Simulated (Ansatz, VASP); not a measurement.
# Cross-check of AlCo between VASP and Ansatz, part 2 of 2

Wanted: the spread between two codes on one cell, functional and k mesh. The cell is taken from a series of runs on this material, whose earlier steps may have relaxed, scaled, displaced or heated it; both programs get it as it stands.

VASP 6.6.1 and Ansatz 0.2.0.

So far: The structure; VASP: zone-centre phonons, LDA, pair 1; Ansatz: zone-centre phonons, LDA, pair 1; Differences.

### Step 5. Ansatz: zone-centre phonons, LDA, pair 2

Level of this step: Ansatz beside VASP: Kohn-Sham DFT, plane waves, LDA (Ansatz).

Second derivatives magnify differences that forces hide, and they need a tight electronic threshold. The cell compared in this pair holds 20.05 Å³, against 19.62 Å³ for the pair before.

The cell is taken from a series of runs on this material, whose earlier steps may have relaxed, scaled, displaced or heated it; both programs get it as it stands.

input.yaml

```yaml
crystal:
  lattice:
    - [2.7167656292, 0.0, 0.0]
    - [0.0, 2.7167656292, 0.0]
    - [0.0, 0.0, 2.7167656292]
  atoms:
    - { symbol: Al, position: [0.0, 0.0, 0.0] }
    - { symbol: Co, position: [0.5, 0.5, 0.5] }
kpoints:
  mp_grid: { grid: [16, 16, 16] }
hamiltonian:
  xc: lda
  pseudopotentials: { kind: paw, azcp: { folder: soft_1 }, xc_functional: pbe }
scf:
  occupations: { method: methfessel_paxton, width: 0.2 }
output:
  eigenvalues: true
phonons:
  method: dfpt
```

Run with:

```sh
> ansatz run input.yaml --threads 4 --pin off --max-ram 10240MiB --backend cpu --events-out ev --progress --plain --runs-dir out
```

Numbers of over 12 decimals in the logs are rounded to 6 here.

Output:

```text
[...]
Crystal: 2 atoms, lattice volume = 20.052 Å³
Basis set: ecut = 420 eV, 389 PW (Γ), exchange–correlation on 40×40×40 points (8 copies of the dense FFT grid, shifted against one another)
Bands: 14, of which v1, the nominal top of the filled ones, is band 10 counted from 1 (9 counted from 0)
Symmetry: 48 space group operations
k-points: 405 of 4096 (irreducible under 8 space group operations, time reversal used)
[...]
k-point 2: bands = [... 6 lower, 13.1488, 15.5905, 15.5905, 15.7956, 21.2188, 23.9093, 23.9093, 26.0461]
  k-point 404: bands = [... 6 lower, 12.1258, 16.5001, 16.5001, 19.1674, 19.1674, 19.1674, 22.1955, 23.0127]
[...]
ASR residual: 1.732e-5 → 0.000e0 eV/Å²; symmetrization residual: 1.195e-7 eV/Å²
  ASR residual per site (eV/Å²): 1.73e-5 1.54e-5
  Γ frequencies (cm⁻¹): 0.00 0.00 0.00 399.08 399.08 399.08
[...]
[key lines of the parts left out:]
SCF converged after 8 iterations
Free energy (F): -5576.896539 eV
Fermi energy:    16.787313 eV
```

### Step 6. VASP: zone-centre phonons, LDA, pair 2

The same cell, functional (in two slightly different forms), mesh and smearing now go to VASP, with its own data sets.

INCAR

```
SYSTEM = AlCo
PREC = Accurate
ENCUT = 600
EDIFF = 1E-08
NELM = 120
ISMEAR = 1
SIGMA = 0.2
LREAL = .FALSE.
ALGO = Normal
GGA = CA
NBANDS = 12
LASPH = .TRUE.
LORBIT = 11
LWAVE = .FALSE.
LCHARG = .FALSE.
ISIF = 2
IBRION = 8
GGA_COMPAT = .FALSE.
KPAR = 2
```

POSCAR

```
AlCo
1.0
    2.7167656292      0.0000000000      0.0000000000
    0.0000000000      2.7167656292      0.0000000000
    0.0000000000      0.0000000000      2.7167656292
Al Co
1 1
Direct
    0.0000000000      0.0000000000      0.0000000000
    0.5000000000      0.5000000000      0.5000000000
```

KPOINTS

```
Automatic mesh
0
Gamma
16 16 16
0 0 0
```

PAW data sets: Al and Co (LDA family, release 64).

Run with:

```sh
> mpirun -np 2 vasp_std
```

Output:

```text
[... set-up lines as in an earlier step ...]
 entering main loop
       N       E                     dE             d eps       ncg     rms          rms(c)
DAV:   1     0.405961379252E+02    0.40596E+02   -0.59278E+03  4008   0.122E+03
DAV:   2    -0.134842692877E+02   -0.54080E+02   -0.49813E+02  4080   0.197E+02
DAV:   3    -0.152604162857E+02   -0.17761E+01   -0.17613E+01  4700   0.423E+01
DAV:   4    -0.152863101780E+02   -0.25894E-01   -0.25885E-01  4520   0.458E+00
[...]
DAV:  12    -0.135984145916E+02    0.49170E-06   -0.20912E-06  5496   0.178E-02    0.674E-03
DAV:  13    -0.135984145772E+02    0.14420E-07   -0.10797E-07  4536   0.269E-03    0.101E-03
DAV:  14    -0.135984145768E+02    0.34277E-09   -0.39662E-09  2676   0.650E-04
   1 F= -.13598415E+02 E0= -.13599087E+02  d E =0.201843E-02
 Linear response reoptimize wavefunctions to high precision
DAV:   1    -0.135984145767E+02    0.12926E-09   -0.12248E-09  3252   0.252E-04
DAV:   2    -0.135984145767E+02   -0.18758E-10   -0.75642E-11  2312   0.927E-05
 Linear response DOF=           2
 Linear response progress:
[...]
RMM:   9    -0.607494334617E-02   -0.79480E-07    0.21702E-10 16990   0.178E-04    0.122E-05
RMM:  10    -0.607493333516E-02    0.10011E-07   -0.26775E-10 17470   0.545E-05    0.221E-05
RMM:  11    -0.607492765238E-02    0.56828E-08    0.61763E-12 17094   0.182E-05    0.200E-06
 first order change of Fermi-energy   0.35825E-04
 force on displaced ion       1 direction 1 : -10.968  -0.000   0.000
 Linear response progress:
  Degree of freedom:   2/  2
       N       E                     dE             d eps       ncg     rms          rms(c)
RMM:   1    -0.169766769203E+00   -0.16977E+00   -0.10252E-01 14365   0.266E+00
RMM:   2    -0.169579073340E+00    0.18770E-03   -0.29581E-03 14624   0.578E-01    0.173E-01
RMM:   3    -0.169496249981E+00    0.82823E-04   -0.21285E-04 15394   0.122E-01    0.103E-01
RMM:   4    -0.169879771882E+00   -0.38352E-03   -0.22260E-04 16422   0.112E-01    0.743E-03
[...]
RMM:  10    -0.169813700912E+00    0.23668E-06    0.11440E-10 17943   0.764E-05    0.116E-05
RMM:  11    -0.169813801188E+00   -0.10028E-06   -0.93874E-11 17975   0.344E-05    0.373E-06
RMM:  12    -0.169813798210E+00    0.29779E-08    0.34196E-11 18335   0.143E-05    0.218E-06
 first order change of Fermi-energy   0.29399E-02
 force on displaced ion       2 direction 1 : -10.973   0.000   0.000
 Linear response finished
```

From OUTCAR (step 6):

```text
  Total        2.6520480      2.6520480      2.6520480      0.0000000      0.0000000     -0.0000000
  in kB      211.9021897    211.9021897    211.9021897      0.0000000      0.0000000     -0.0000000
  external PRESSURE =     211.9021897 kB  Pullay stress =       0.0000000 kB

 POSITION                                       TOTAL-FORCE (eV/Angst)
 -----------------------------------------------------------------------------------
      0.00000      0.00000      0.00000         0.000000      0.000000      0.000000
      1.35838      1.35838      1.35838         0.000000      0.000000      0.000000
 -----------------------------------------------------------------------------------
    total drift:                                0.000000     -0.000000     -0.000000

[... 1 part as in an earlier step ...]

[... 1 further part left out ...]
```

### Step 7. Comparison

What differs besides the data sets and the points named for the pairs above, as far as they apply: the data sets hold 20 valence electrons in Ansatz (on its PAW soft_1 files) and 12 in VASP. Total energies have different zeros and are not compared.

The two programs side by side:

| quantity | Ansatz | VASP | difference |
| --- | --- | --- | --- |
| optical mode 1 to 3 (cm⁻¹) | 399.1 | 401.5 | -0.60 % |

Modes are paired by rising frequency, not by their patterns, so a pair may set unlike modes beside each other; they are those without the splitting of longitudinal modes.

### Step 8. Outcome

```json
{"r.m.s. difference of the optical zone-centre modes, each program's sorted by frequency (zone-centre phonons, LDA, pair 1)": "2.5 cm⁻¹", "difference in optical mode 1 to 3 (zone-centre phonons, LDA, pair 1)": "-0.6 %", "r.m.s. difference of the optical zone-centre modes, each program's sorted by frequency (zone-centre phonons, LDA, pair 2)": "2.4 cm⁻¹", "difference in optical mode 1 to 3 (zone-centre phonons, LDA, pair 2)": "-0.6 %"}
```

In words: The r.m.s. difference of the optical zone-centre modes, each program's sorted by frequency is 2.5 cm⁻¹ (zone-centre phonons, LDA, pair 1). The data sets hold unlike numbers of valence electrons (20 in Ansatz and 12 in VASP), so part of the differences comes from the potentials. Among the rows given in per cent, the largest difference of the zone-centre phonons, LDA, pair 1 pair is in optical mode 1 to 3, -0.6 %. Among the rows given in per cent, the largest difference of the zone-centre phonons, LDA, pair 2 pair is in optical mode 1 to 3, -0.6 %. Such differences can come from data sets, numerical settings and the points named under the comparisons, not from the functional's error against experiment.

[Lines on the potential files, build, host, timing and source positions are cut from VASP's logs without a mark.]

[Logs are printed without paths, hosts, clocks, repeated set-up lines and the standing remarks that a program may print on its own settings, such as how far it seeks lower states.]

[Hosts, paths, dates, database ids (printed as entryN), source tags and the programs' standing remarks are cut or masked in the printed files.]
